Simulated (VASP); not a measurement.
```
GaP
1.0
    0.00000     2.79748     2.79748
    2.79748     0.00000     2.79748
    2.79748     2.79748     0.00000
Ga P
1 1
Direct
  0.00000   0.00000   0.00000
  0.25000   0.25000   0.25000
```

Calculation: revPBE GGA, VASP's PBE PAW potentials (set 64) (plane waves; VASP). Settings: 520 eV cut-off, 8×8×8 Γ-centred mesh, Gaussian smearing of 0.050 eV, potentials Ga_d P.

Give the stress tensor in GPa (positive for a compressed cell).

```
-1.99   0.00   0.00
 0.00  -1.99   0.00
 0.00   0.00  -1.99
```
The pressure is its mean diagonal, -1.99 GPa.

The compound is GaP in the zinc blende structure. This cell is one point of a volume scan, at 1.03 of the reference volume.
